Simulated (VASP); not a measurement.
Level of theory: PBE0 hybrid, VASP's PBE PAW potentials (set 64) (plane waves; VASP).

The input files of a VASP run:

**INCAR**
```
SYSTEM  =  SnTe
PREC  =  Accurate; ENCUT  =  300; LREAL  =  F
LASPH  =  T; ISYM  =  3
EDIFF  =  1E-6; NELM  =  100; ALGO  =  Normal
LMAXMIX  =  4
ISMEAR  =  1; SIGMA  =  0.1
GGA  =  PE; LHFCALC  =  T; AEXX  =  0.25
HFRCUT  =  -1; PRECFOCK  =  Fast
ISIF  =  2
LWAVE  =  F; LCHARG  =  F
```

**POSCAR**
```
SnTe
1
    0.0000000000     3.1858150000     3.1858150000
    3.1858150000     0.0000000000     3.1858150000
    3.1858150000     3.1858150000     0.0000000000
Sn Te
1 1
Direct
  0.0109510000   0.0045450000  -0.0033620000
  0.4890490000   0.4954550000   0.5033620000
```

**KPOINTS**
```
Automatic mesh
0
Gamma
2 2 2
0 0 0
```

POTCAR, in this order: Sn_d Te (PBE.64 set). Program: vasp_std.

Output of the run:

OUTCAR:
```
 ion  position               nearest neighbor table
   1  0.011  0.005  0.997-   2 3.09   2 3.14   2 3.18   2 3.20   2 3.24   2 3.28
   2  0.489  0.495  0.503-   1 3.09   1 3.14   1 3.18   1 3.20   1 3.24   1 3.28
  LATTYP: Found a face centered cubic cell.
 ALAT       =     6.3716300000
 Subroutine PRICEL returns:
 Original cell was already a primitive cell.
 Subroutine GETGRP returns: Found  1 space group operations
The static configuration has the point symmetry C_1 .
The dynamic configuration has the point symmetry C_1 .
 Subroutine INISYM returns: Found  1 space group operations
 Subroutine IBZKPT returns following result:
 Found      8 irreducible k-points:

 Following reciprocal coordinates:
            Coordinates               Weight
  0.000000  0.000000  0.000000      1.000000
  0.500000  0.000000  0.000000      1.000000
  0.000000  0.500000  0.000000      1.000000
  0.000000  0.000000  0.500000      1.000000
  0.500000  0.500000  0.500000      1.000000
  0.500000  0.500000  0.000000      1.000000
  0.000000  0.500000  0.500000      1.000000
  0.500000  0.000000  0.500000      1.000000
 Subroutine IBZKPT_HF returns following result:
   k-points           NKPTS =      8   k-points in BZ     NKDIM =      8   number of bands    NBANDS=     14
   number of dos      NEDOS =    301   number of ions     NIONS =      2
   total plane-waves  NPLWV =  21952
   dimension x,y,z NGX =    28 NGY =   28 NGZ =   28
   dimension x,y,z NGXF=    56 NGYF=   56 NGZF=   56
   ions per type =               1   1
   PREC   = accura    normal or accurate (medium, high low for compatibility)
   ISTART =      0    job   : 0-new  1-cont  2-samecut
   ICHARG =      2    charge: 1-file 2-atom 10-const
   ISPIN  =      1    spin polarized calculation?
   LNONCOLLINEAR =      F non collinear calculations
   LSORBIT =      F    spin-orbit coupling
   INIWAV =      1    electr: 0-lowe 1-rand  2-diag
   ENCUT  =  300.0 eV  22.05 Ry    4.70 a.u.   6.36  6.36  6.36*2*pi/ulx,y,z
   NELM   =    100;   NELMIN=  2; NELMDL= -5     # of ELM steps
...
```

OSZICAR:
```
...
DAV:  12    -0.822780208836E+01   -0.10429E-02   -0.65048E-03   248   0.187E-01    0.106E+00
DAV:  13    -0.822859415948E+01   -0.79207E-03   -0.39738E-03   260   0.146E-01    0.830E-01
DAV:  14    -0.822911615464E+01   -0.52200E-03   -0.26305E-03   254   0.114E-01    0.883E-01
DAV:  15    -0.822922109196E+01   -0.10494E-03   -0.18864E-03   254   0.985E-02    0.647E-01
DAV:  16    -0.822952935751E+01   -0.30827E-03   -0.13869E-03   254   0.880E-02    0.711E-01
DAV:  17    -0.822990742863E+01   -0.37807E-03   -0.10865E-03   266   0.773E-02    0.515E-01
DAV:  18    -0.823035992062E+01   -0.45249E-03   -0.82848E-04   266   0.637E-02    0.546E-01
DAV:  19    -0.823027201657E+01    0.87904E-04   -0.66998E-04   278   0.602E-02    0.405E-01
DAV:  20    -0.823018608453E+01    0.85932E-04   -0.53756E-04   266   0.585E-02    0.481E-01
DAV:  21    -0.823037859690E+01   -0.19251E-03   -0.47679E-04   284   0.587E-02    0.314E-01
DAV:  22    -0.823053585290E+01   -0.15726E-03   -0.36945E-04   272   0.457E-02    0.392E-01
DAV:  23    -0.823023427849E+01    0.30157E-03   -0.34364E-04   284   0.553E-02    0.242E-01
DAV:  24    -0.823033506752E+01   -0.10079E-03   -0.28603E-04   260   0.560E-02    0.340E-01
DAV:  25    -0.823053537895E+01   -0.20031E-03   -0.25695E-04   278   0.485E-02    0.205E-01
DAV:  26    -0.823092111698E+01   -0.38574E-03   -0.20301E-04   260   0.391E-02    0.237E-01
DAV:  27    -0.823092849947E+01   -0.73825E-05   -0.16714E-04   278   0.331E-02    0.178E-01
DAV:  28    -0.823085341547E+01    0.75084E-04   -0.13990E-04   254   0.300E-02    0.236E-01
DAV:  29    -0.823064691563E+01    0.20650E-03   -0.14112E-04   284   0.394E-02    0.133E-01
DAV:  30    -0.823056489443E+01    0.82021E-04   -0.12542E-04   260   0.441E-02    0.234E-01
DAV:  31    -0.823074924724E+01   -0.18435E-03   -0.12635E-04   254   0.400E-02    0.112E-01
DAV:  32    -0.823099434252E+01   -0.24510E-03   -0.93119E-05   254   0.295E-02    0.176E-01
DAV:  33    -0.823080855641E+01    0.18579E-03   -0.85926E-05   278   0.329E-02    0.945E-02
DAV:  34    -0.823066807889E+01    0.14048E-03   -0.82217E-05   260   0.402E-02    0.191E-01
DAV:  35    -0.823080566291E+01   -0.13758E-03   -0.85378E-05   248   0.364E-02    0.756E-02
DAV:  36    -0.823092080258E+01   -0.11514E-03   -0.61373E-05   248   0.282E-02    0.164E-01
DAV:  37    -0.823060753095E+01    0.31327E-03   -0.69821E-05   266   0.389E-02    0.665E-02
DAV:  38    -0.823062153601E+01   -0.14005E-04   -0.70536E-05   266   0.458E-02    0.164E-01
DAV:  39    -0.823079242768E+01   -0.17089E-03   -0.64447E-05   242   0.347E-02    0.611E-02
DAV:  40    -0.823110834804E+01   -0.31592E-03   -0.46661E-05   242   0.288E-02    0.989E-02
DAV:  41    -0.823109113512E+01    0.17213E-04   -0.33426E-05   254   0.211E-02    0.582E-02
DAV:  42    -0.823100103720E+01    0.90098E-04   -0.30275E-05   248   0.223E-02    0.121E-01
DAV:  43    -0.823080065998E+01    0.20038E-03   -0.39642E-05   254   0.314E-02    0.488E-02
DAV:  44    -0.823070215115E+01    0.98509E-04   -0.43139E-05   254   0.392E-02    0.137E-01
DAV:  45    -0.823086891066E+01   -0.16676E-03   -0.46492E-05   242   0.334E-02    0.381E-02
DAV:  46    -0.823107162772E+01   -0.20272E-03   -0.28738E-05   248   0.242E-02    0.994E-02
DAV:  47    -0.823085720530E+01    0.21442E-03   -0.28714E-05   260   0.292E-02    0.428E-02
DAV:  48    -0.823073164120E+01    0.12556E-03   -0.36634E-05   260   0.385E-02    0.123E-01
DAV:  49    -0.823088449214E+01   -0.15285E-03   -0.37862E-05   248   0.319E-02    0.335E-02
DAV:  50    -0.823104006789E+01   -0.15558E-03   -0.22951E-05   242   0.237E-02    0.968E-02
DAV:  51    -0.823076371413E+01    0.27635E-03   -0.27733E-05   266   0.324E-02    0.447E-02
DAV:  52    -0.823070061483E+01    0.63099E-04   -0.37572E-05   254   0.416E-02    0.113E-01
DAV:  53    -0.823087364336E+01   -0.17303E-03   -0.34072E-05   242   0.315E-02    0.326E-02
DAV:  54    -0.823112875315E+01   -0.25511E-03   -0.20499E-05   248   0.244E-02    0.646E-02
DAV:  55    -0.823104099778E+01    0.87755E-04   -0.14005E-05   260   0.216E-02    0.322E-02
DAV:  56    -0.823088750871E+01    0.15349E-03   -0.18932E-05   266   0.284E-02    0.983E-02
DAV:  57    -0.823082290482E+01    0.64604E-04   -0.27934E-05   248   0.326E-02    0.421E-02
DAV:  58    -0.823076877313E+01    0.54132E-04   -0.25784E-05   248   0.346E-02    0.103E-01
DAV:  59    -0.823085484365E+01   -0.86071E-04   -0.29030E-05   248   0.322E-02    0.395E-02
DAV:  60    -0.823090922982E+01   -0.54386E-04   -0.20255E-05   248   0.280E-02    0.945E-02
DAV:  61    -0.823068346992E+01    0.22576E-03   -0.28019E-05   260   0.361E-02    0.527E-02
DAV:  62    -0.823069966561E+01   -0.16196E-04   -0.34371E-05   254   0.416E-02    0.953E-02
DAV:  63    -0.823087403305E+01   -0.17437E-03   -0.26418E-05   242   0.299E-02    0.369E-02
DAV:  64    -0.823113320830E+01   -0.25918E-03   -0.16938E-05   242   0.246E-02    0.505E-02
DAV:  65    -0.823103690644E+01    0.96302E-04   -0.10316E-05   248   0.220E-02    0.352E-02
DAV:  66    -0.823088194970E+01    0.15496E-03   -0.16635E-05   254   0.292E-02    0.853E-02
DAV:  67    -0.823083983705E+01    0.42113E-04   -0.24021E-05   242   0.321E-02    0.467E-02
DAV:  68    -0.823079010266E+01    0.49734E-04   -0.21884E-05   248   0.333E-02    0.898E-02
DAV:  69    -0.823084521921E+01   -0.55117E-04   -0.25317E-05   242   0.323E-02    0.468E-02
DAV:  70    -0.823087175821E+01   -0.26539E-04   -0.19189E-05   248   0.295E-02    0.857E-02
DAV:  71    -0.823072535366E+01    0.14640E-03   -0.25060E-05   248   0.351E-02    0.567E-02
DAV:  72    -0.823072771320E+01   -0.23595E-05   -0.29135E-05   248   0.389E-02    0.852E-02
DAV:  73    -0.823088632955E+01   -0.15862E-03   -0.23027E-05   242   0.296E-02    0.435E-02
DAV:  74    -0.823106796269E+01   -0.18163E-03   -0.14788E-05   242   0.235E-02    0.614E-02
DAV:  75    -0.823081007671E+01    0.25789E-03   -0.16562E-05   260   0.308E-02    0.543E-02
DAV:  76    -0.823072952193E+01    0.80555E-04   -0.29278E-05   254   0.405E-02    0.825E-02
DAV:  77    -0.823090058995E+01   -0.17107E-03   -0.24475E-05   242   0.300E-02    0.399E-02
DAV:  78    -0.823112668674E+01   -0.22610E-03   -0.12971E-05   242   0.225E-02    0.438E-02
DAV:  79    -0.823099644024E+01    0.13025E-03   -0.91214E-06   254   0.231E-02    0.435E-02
DAV:  80    -0.823083928986E+01    0.15715E-03   -0.17961E-05   254   0.319E-02    0.775E-02
DAV:  81    -0.823087771204E+01   -0.38422E-04   -0.22505E-05   242   0.312E-02    0.492E-02
DAV:  82    -0.823086352510E+01    0.14187E-04   -0.16902E-05   248   0.291E-02    0.788E-02
DAV:  83    -0.823075879643E+01    0.10473E-03   -0.23555E-05   248   0.343E-02    0.591E-02
DAV:  84    -0.823074921608E+01    0.95804E-05   -0.25796E-05   248   0.371E-02    0.788E-02
DAV:  85    -0.823088158418E+01   -0.13237E-03   -0.21782E-05   242   0.300E-02    0.494E-02
DAV:  86    -0.823100273940E+01   -0.12116E-03   -0.14831E-05   242   0.247E-02    0.660E-02
DAV:  87    -0.823070889321E+01    0.29385E-03   -0.20321E-05   254   0.345E-02    0.628E-02
DAV:  88    -0.823070395644E+01    0.49368E-05   -0.32871E-05   254   0.429E-02    0.767E-02
DAV:  89    -0.823087336851E+01   -0.16941E-03   -0.23635E-05   236   0.300E-02    0.433E-02
DAV:  90    -0.823115425516E+01   -0.28089E-03   -0.14194E-05   236   0.251E-02    0.248E-02
DAV:  91    -0.823112723990E+01    0.27015E-04   -0.49103E-06   234   0.174E-02    0.311E-02
DAV:  92    -0.823103085757E+01    0.96382E-04   -0.76326E-06   242   0.205E-02    0.568E-02
DAV:  93    -0.823084584406E+01    0.18501E-03   -0.15513E-05   248   0.294E-02    0.555E-02
DAV:  94    -0.823074973740E+01    0.96107E-04   -0.24431E-05   254   0.376E-02    0.766E-02
DAV:  95    -0.823091095555E+01   -0.16122E-03   -0.24038E-05   236   0.307E-02    0.443E-02
DAV:  96    -0.823108915322E+01   -0.17820E-03   -0.12180E-05   242   0.221E-02    0.497E-02
DAV:  97    -0.823086683200E+01    0.22232E-03   -0.12971E-05   254   0.284E-02    0.560E-02
DAV:  98    -0.823075455512E+01    0.11228E-03   -0.25436E-05   254   0.383E-02    0.744E-02
DAV:  99    -0.823091372013E+01   -0.15917E-03   -0.22576E-05   242   0.298E-02    0.457E-02
DAV: 100    -0.823108280551E+01   -0.16909E-03   -0.11867E-05   242   0.218E-02
   1 F= -.82310828E+01 E0= -.82320429E+01  d E =0.288028E-02
```

OUTCAR:
```
------------------------ aborting loop EDIFF was not reached (unconverged)  ----------------------------
  FORCE on cell =-STRESS in cart. coord.  units (eV):
  Direction    XX          YY          ZZ          XY          YZ          ZX
  --------------------------------------------------------------------------------------
  Total        1.9114972      1.7910211      0.4975077      0.1364093      0.0932873     -0.0280419
  in kB       47.3579177     44.3730848     12.3259018      3.3795824      2.3112198     -0.6947461
  external PRESSURE =      34.6856348 kB  Pullay stress =       0.0000000 kB
  volume of cell :       64.67
      direct lattice vectors                 reciprocal lattice vectors
     0.000000000  3.185815000  3.185815000    -0.156945711  0.156945711  0.156945711
     3.185815000  0.000000000  3.185815000     0.156945711 -0.156945711  0.156945711
     3.185815000  3.185815000  0.000000000     0.156945711  0.156945711 -0.156945711
 POSITION                                       TOTAL-FORCE (eV/Angst)
 -----------------------------------------------------------------------------------
      3.18958      3.20999      0.04937         0.084958      0.449413      1.797926
      3.18205      3.16164      3.13645        -0.084958     -0.449413     -1.797926
 -----------------------------------------------------------------------------------
    total drift:                               -0.003817     -0.003193     -0.002577
  FREE ENERGIE OF THE ION-ELECTRON SYSTEM (eV)
  ---------------------------------------------------
  free  energy   TOTEN  =        -8.2310828055 eV

  energy  without entropy=       -8.2339630821  energy(sigma->0) =       -8.23204290

  exchange ACFDT corr.  =         0.00000000  see jH, gK, PRB 81, 115126
```
(Selected blocks of OUTCAR.)

File stdout:
```
...
DAV:  81    -0.823087771204E+01   -0.38422E-04   -0.22505E-05   242   0.312E-02    0.492E-02
DAV:  82    -0.823086352510E+01    0.14187E-04   -0.16902E-05   248   0.291E-02    0.788E-02
DAV:  83    -0.823075879643E+01    0.10473E-03   -0.23555E-05   248   0.343E-02    0.591E-02
DAV:  84    -0.823074921608E+01    0.95804E-05   -0.25796E-05   248   0.371E-02    0.788E-02
DAV:  85    -0.823088158418E+01   -0.13237E-03   -0.21782E-05   242   0.300E-02    0.494E-02
DAV:  86    -0.823100273940E+01   -0.12116E-03   -0.14831E-05   242   0.247E-02    0.660E-02
DAV:  87    -0.823070889321E+01    0.29385E-03   -0.20321E-05   254   0.345E-02    0.628E-02
DAV:  88    -0.823070395644E+01    0.49368E-05   -0.32871E-05   254   0.429E-02    0.767E-02
DAV:  89    -0.823087336851E+01   -0.16941E-03   -0.23635E-05   236   0.300E-02    0.433E-02
DAV:  90    -0.823115425516E+01   -0.28089E-03   -0.14194E-05   236   0.251E-02    0.248E-02
DAV:  91    -0.823112723990E+01    0.27015E-04   -0.49103E-06   234   0.174E-02    0.311E-02
DAV:  92    -0.823103085757E+01    0.96382E-04   -0.76326E-06   242   0.205E-02    0.568E-02
DAV:  93    -0.823084584406E+01    0.18501E-03   -0.15513E-05   248   0.294E-02    0.555E-02
DAV:  94    -0.823074973740E+01    0.96107E-04   -0.24431E-05   254   0.376E-02    0.766E-02
DAV:  95    -0.823091095555E+01   -0.16122E-03   -0.24038E-05   236   0.307E-02    0.443E-02
DAV:  96    -0.823108915322E+01   -0.17820E-03   -0.12180E-05   242   0.221E-02    0.497E-02
DAV:  97    -0.823086683200E+01    0.22232E-03   -0.12971E-05   254   0.284E-02    0.560E-02
DAV:  98    -0.823075455512E+01    0.11228E-03   -0.25436E-05   254   0.383E-02    0.744E-02
DAV:  99    -0.823091372013E+01   -0.15917E-03   -0.22576E-05   242   0.298E-02    0.457E-02
DAV: 100    -0.823108280551E+01   -0.16909E-03   -0.11867E-05   242   0.218E-02

 -----------------------------------------------------------------------------
|                                                                             |
|           W    W    AA    RRRRR   N    N  II  N    N   GGGG   !!!           |
|           W    W   A  A   R    R  NN   N  II  NN   N  G    G  !!!           |
|           W    W  A    A  R    R  N N  N  II  N N  N  G       !!!           |
|           W WW W  AAAAAA  RRRRR   N  N N  II  N  N N  G  GGG   !            |
|           WW  WW  A    A  R   R   N   NN  II  N   NN  G    G                |
|           W    W  A    A  R    R  N    N  II  N    N   GGGG   !!!           |
|                                                                             |
|     The electronic self-consistency was not achieved in the given           |
|     number of steps (NELM). The forces and other quantities evaluated       |
|     might not be reliable so examine the results carefully. If you find     |
|     spurious results, we suggest increasing NELM, if you were close to      |
|     convergence or switching to a different ALGO or adjusting the           |
|     density mixing parameters otherwise.                                    |
|                                                                             |
 -----------------------------------------------------------------------------

   1 F= -.82310828E+01 E0= -.82320429E+01  d E =0.288028E-02
```

The run did not converge; its last values are not results.

At this cut-off the stress carries a Pulay error, which pulls relaxed volumes low.

The structure comes from a computed database's SnTe entry; how it stands against other phases isn't given here. The cell was not relaxed at this level, atoms are displaced from their ideal sites. The k-mesh is coarse (spacing up to 0.85 per Å, 2π included), so the numbers may not be converged in it. The run is one of a series of settings (AEXX = 0.25, GGA = PE, HFRCUT = -1, ISYM = 3, LHFCALC = .TRUE., PRECFOCK = Fast, KPOINTS 2×2×2 Γ-centred mesh against the base run), some of them coarse on purpose.
